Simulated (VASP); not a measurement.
All values below come from PBEsol GGA, VASP's PBE PAW potentials (set 64) (plane waves; VASP).

The input files of a VASP run:

File KPOINTS:
```
Automatic mesh
0
Gamma
13 13 13
0 0 0
```

### INCAR
```
SYSTEM = SnO
PREC = Accurate
ENCUT = 620
EDIFF = 1E-6
NELM = 100
ALGO = Normal
LREAL = .FALSE.
LASPH = .TRUE.
ISMEAR = 1
SIGMA = 0.1
GGA = PS
LMAXMIX = 4
LWAVE = .FALSE.
LCHARG = .FALSE.
IBRION = 2
ISIF = 3
NSW = 40
EDIFFG = -0.02
PSTRESS = 300
```

File POSCAR:
```
SnO
1
    0.0000000000     2.5140735831     2.5140735831
    2.5140735831     0.0000000000     2.5140735831
    2.5140735831     2.5140735831     0.0000000000
Sn O
1 1
Direct
  0.0000000000   0.0000000000   0.0000000000
  0.2500000000   0.2500000000   0.2500000000
```

POTCAR, in this order: Sn_d O (PBE.64 set). Program: vasp_std.

What VASP printed:

OSZICAR:
```
       N       E                     dE             d eps       ncg     rms          rms(c)
DAV:   1     0.166460234946E+03    0.16646E+03   -0.11837E+04  2402   0.242E+03
DAV:   2     0.352304057903E+01   -0.16294E+03   -0.15743E+03  2610   0.492E+02
DAV:   3    -0.119940866379E+02   -0.15517E+02   -0.15385E+02  2724   0.131E+02
DAV:   4    -0.123581653637E+02   -0.36408E+00   -0.36390E+00  2622   0.217E+01
DAV:   5    -0.123687764080E+02   -0.10611E-01   -0.10611E-01  3154   0.365E+00    0.805E+00
DAV:   6    -0.108891269459E+02    0.14796E+01   -0.11059E+01  3480   0.444E+01    0.427E+00
DAV:   7    -0.107466601174E+02    0.14247E+00   -0.11496E+00  2842   0.975E+00    0.142E+00
DAV:   8    -0.107336944059E+02    0.12966E-01   -0.12280E-01  2406   0.314E+00    0.375E-01
DAV:   9    -0.107313862362E+02    0.23082E-02   -0.10848E-02  3704   0.131E+00    0.104E-01
DAV:  10    -0.107315651513E+02   -0.17892E-03   -0.14499E-03  2738   0.405E-01    0.622E-02
DAV:  11    -0.107314825174E+02    0.82634E-04   -0.46676E-04  3600   0.248E-01    0.108E-02
DAV:  12    -0.107314851010E+02   -0.25836E-05   -0.30984E-05  2474   0.591E-02    0.954E-03
DAV:  13    -0.107314841981E+02    0.90283E-06   -0.21094E-06  1966   0.157E-02
   1 F= -.47806942E+01 E0= -.47806543E+01  d E =-.478069E+01
       N       E                     dE             d eps       ncg     rms          rms(c)
DAV:   1    -0.143663309661E+02   -0.36348E+01   -0.82425E+01  2862   0.172E+02    0.138E+01
DAV:   2    -0.105096321565E+02    0.38567E+01   -0.11769E+01  2856   0.605E+01    0.445E+00
DAV:   3    -0.997714675032E+01    0.53249E+00   -0.11050E+00  2874   0.344E+01    0.189E+00
DAV:   4    -0.987405742846E+01    0.10309E+00   -0.26966E-01  3336   0.146E+01    0.456E-01
DAV:   5    -0.986718860077E+01    0.68688E-02   -0.42136E-02  2436   0.228E+00    0.197E-01
DAV:   6    -0.986686509598E+01    0.32350E-03   -0.14972E-03  3474   0.660E-01    0.142E-01
DAV:   7    -0.986677603044E+01    0.89066E-04   -0.39208E-04  4000   0.567E-01    0.419E-02
DAV:   8    -0.986678236339E+01   -0.63329E-05   -0.11294E-04  2898   0.132E-01    0.238E-02
DAV:   9    -0.986677995848E+01    0.24049E-05   -0.66254E-06  3082   0.539E-02    0.650E-03
DAV:  10    -0.986677947682E+01    0.48166E-06   -0.14569E-06  1268   0.269E-02
   2 F= -.47355965E+01 E0= -.47357302E+01  d E =0.450978E-01
       N       E                     dE             d eps       ncg     rms          rms(c)
DAV:   1    -0.117972836484E+02   -0.19305E+01   -0.30227E+01  2856   0.135E+02    0.736E+00
DAV:   2    -0.106648109772E+02    0.11325E+01   -0.41488E+00  2802   0.269E+01    0.252E+00
DAV:   3    -0.104795095326E+02    0.18530E+00   -0.41037E-01  3152   0.162E+01    0.123E+00
DAV:   4    -0.104298207201E+02    0.49689E-01   -0.13312E-01  3056   0.937E+00    0.174E-01
DAV:   5    -0.104275579679E+02    0.22628E-02   -0.14590E-02  2686   0.167E+00    0.101E-01
DAV:   6    -0.104269035375E+02    0.65443E-03   -0.60093E-04  3214   0.343E-01    0.742E-02
DAV:   7    -0.104267373803E+02    0.16616E-03   -0.14488E-04  3564   0.265E-01    0.113E-02
DAV:   8    -0.104267393747E+02   -0.19945E-05   -0.30621E-05  2466   0.556E-02    0.628E-03
DAV:   9    -0.104267394819E+02   -0.10718E-06   -0.71664E-07  1206   0.210E-02
   3 F= -.48468021E+01 E0= -.48470701E+01  d E =-.661079E-01
```

**OUTCAR**
```
------------------------ aborting loop because EDIFF is reached ----------------------------------------
  FORCE on cell =-STRESS in cart. coord.  units (eV):
  Direction    XX          YY          ZZ          XY          YZ          ZX
  --------------------------------------------------------------------------------------
  Total        5.5445382      5.5445382      5.5445382      0.0000000      0.0000000      0.0000000
  in kB      298.0967970    298.0967970    298.0967970      0.0000000      0.0000000      0.0000000
  external PRESSURE =      -1.9032030 kB  Pullay stress =     300.0000000 kB
  volume of cell :       29.80
      direct lattice vectors                 reciprocal lattice vectors
     0.000000000  2.460723892  2.460723892    -0.203192240  0.203192240  0.203192240
     2.460723892  0.000000000  2.460723892     0.203192240 -0.203192240  0.203192240
     2.460723892  2.460723892  0.000000000     0.203192240  0.203192240 -0.203192240
 POSITION                                       TOTAL-FORCE (eV/Angst)
 -----------------------------------------------------------------------------------
      0.00000      0.00000      0.00000        -0.000000     -0.000000     -0.000000
      1.23036      1.23036      1.23036         0.000000      0.000000      0.000000
 -----------------------------------------------------------------------------------
    total drift:                                0.000000      0.000000      0.000000
  FREE ENERGIE OF THE ION-ELECTRON SYSTEM (eV)
  ---------------------------------------------------
  free  energy   TOTEN  =       -10.4267394819 eV

  energy  without entropy=      -10.4275434059  energy(sigma->0) =      -10.42700746
  enthalpy is  TOTEN    =        -4.8468020917 eV   P V=        5.5799373902

 reached required accuracy - stopping structural energy minimisation
```
(Selected blocks of OUTCAR.)

File CONTCAR:
```
SnO
   1.00000000000000
     0.0000000000000000    2.4607238920128927    2.4607238920128927
     2.4607238920128927    0.0000000000000000    2.4607238920128927
     2.4607238920128927    2.4607238920128927    0.0000000000000000
  Sn              O
     1     1
Direct
     0.0000000000000000    0.0000000000000000    0.0000000000000000
     0.2500000000000000    0.2500000000000000    0.2500000000000000
```

Energy and stress use the plane-wave basis of the starting cell.

The structure was generated: SnO was put into the zinc blende type (F-43m), which need not be its known phase. This run relaxes it under an external pressure of 30 GPa. Symmetry was kept, so distortions that lower it aren't found.
